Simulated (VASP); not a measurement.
Level of theory: LDA (Ceperley-Alder, Perdew-Zunger), VASP's LDA PAW potentials (set 64) (plane waves; VASP).

VASP input:

INCAR:
```
SYSTEM = C
PREC = Accurate
ENCUT = 520
EDIFF = 1E-6
NELM = 100
ALGO = Normal
LREAL = .FALSE.
LASPH = .TRUE.
ISMEAR = 0
SIGMA = 0.05
LWAVE = .FALSE.
LCHARG = .FALSE.
IBRION = 2
ISIF = 3
NSW = 60
EDIFFG = -0.02
```

**KPOINTS**
```
Regular mesh
0
gamma
9 9 3
0 0 0
```

POSCAR:
```
C
1
    1.2236523804    -2.1194276080     0.0000000000
    1.2236523804     2.1194276080     0.0000000000
    0.0000000000    -0.0000000000     6.7088410486
C
4
Direct
  0.0000000000   0.0000000000   0.2500000000
  0.0000000000   0.0000000000   0.7500000000
  0.3333330000   0.6666670000   0.2500000000
  0.6666670000   0.3333330000   0.7500000000
```

POTCAR, in this order: C (LDA.64 set). Program: vasp_std.

Task: What will the output report for the number of irreducible k-points (NKPTS), largest plane-wave count, number of space-group operations, FFT grid (NGX, NGY, NGZ)?

Result: 
```json
{
 "number of irreducible k-points (NKPTS)": "24",
 "largest_plane_wave_count": "967",
 "number_of_space_group_operations": "24",
 "FFT grid (NGX, NGY, NGZ)": "18 × 18 × 50"
}
```

The compound is C in the graphite structure. This run relaxes it. Symmetry was kept, so distortions that lower it aren't found. The k-mesh is coarse (spacing up to 0.33 per Å, 2π included), so the numbers may not be converged in it. The start is the result of an earlier pass.
